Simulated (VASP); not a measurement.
Given:

```yaml
crystal:
  lattice:
    - [1.66627, -5.21092, 0.00000]
    - [1.66627, 5.21092, 0.00000]
    - [0.00000, 0.00000, 3.28241]
  atoms:
    - { symbol: Na, position: [0.34104, 0.65896, 0.25000] }
    - { symbol: Na, position: [0.65896, 0.34104, 0.75000] }
    - { symbol: H, position: [0.03207, 0.96793, 0.25000] }
    - { symbol: H, position: [0.96793, 0.03207, 0.75000] }
    - { symbol: O, position: [0.87392, 0.12608, 0.75000] }
    - { symbol: O, position: [0.12608, 0.87392, 0.25000] }
```

These are LDA (Ceperley-Alder, Perdew-Zunger), VASP's LDA PAW potentials (set 64) (plane waves; VASP) values and carry that method's errors. Numerical set-up: 520 eV cut-off, 9×9×9 Γ-centred mesh, Gaussian smearing of 0.010 eV, potentials Na_pv H O.

Question: What does the run give for the energy per atom (σ→0), band gap (on the k-mesh) with the smallest direct gap where there is one?

Answer: 
```
Quantity                                     Result
-----------------------------------  --------------
band gap (on the k-mesh)                    3.14 eV
smallest direct gap (on the k-mesh)         3.14 eV
energy per atom (σ→0)                -4.906 eV/atom
```

The absolute energy has meaning only against runs of the same code, potentials and settings.

The structure comes from a computed database's NaHO entry (Cmcm); how it stands against other phases isn't given here. It was relaxed first, which changed the volume by -7 %.
